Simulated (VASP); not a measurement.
Input:

```
SnTe
1.0
    0.00000     3.16000     3.16000
    3.16000     0.00000     3.16000
    3.16000     3.16000     0.00000
Sn Te
1 1
Direct
  0.00000   0.00000   0.00000
  0.50000   0.50000   0.50000
```

Method: revTPSS meta-GGA, VASP's PBE PAW potentials (set 64) (plane waves; VASP). Numerical set-up: 520 eV cut-off, 8×8×8 Γ-centred mesh, tetrahedra with Blöchl corrections, potentials Sn_d Te.

Unless said otherwise, spin-orbit coupling is left out, though it shifts the bands of the heavy elements here.

Predict the energy per atom (σ→0), band gap (over mesh and band path) with the smallest direct gap where there is one.

* **band gap (over mesh and band path)**: 0.05 eV
* **smallest direct gap (over mesh and band path)**: 0.05 eV
* **energy per atom (σ→0)**: 14.902 eV/atom

Total energies compare only between runs with the same potentials, cut-off and functional.

The compound is SnTe in the rock salt structure, which distorts at low temperature. The cell was not relaxed at this level.
